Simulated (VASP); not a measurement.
Consider the following.

```
CELL_PARAMETERS angstrom
      3.29258     0.00000     0.00000
      0.00000     3.29258     0.00000
      0.00000     0.00000     3.29258
ATOMIC_POSITIONS crystal
  In 0.50000 0.50000 0.50000
  Pd 0.00000 0.00000 0.00000
```

Calculation: r2SCAN+rVV10, VASP's PBE PAW potentials (set 64) (plane waves; VASP). Settings: 520 eV cut-off, 11×11×11 Γ-centred mesh, first-order Methfessel-Paxton smearing of 0.10 eV, potentials In_d Pd.

Unless said otherwise, spin-orbit coupling is left out, though it shifts the bands of the heavy elements here.

Task: Predict the energy per atom (σ→0), pressure, band gap (on the k-mesh) with the smallest direct gap where there is one.

Result: 
* **band gap (on the k-mesh)**: none (metal, semimetal or under 0.01 eV)
* **energy per atom (σ→0)**: -23020 meV/atom
* **pressure**: -4.05 GPa

Total energies compare only between runs with the same potentials, cut-off and functional.

The compound is PdIn in the CsCl type structure. This cell is one point of a volume scan, at 1.03 of the reference volume. The electron count is odd and the run is not spin-polarised, which forces a metal.
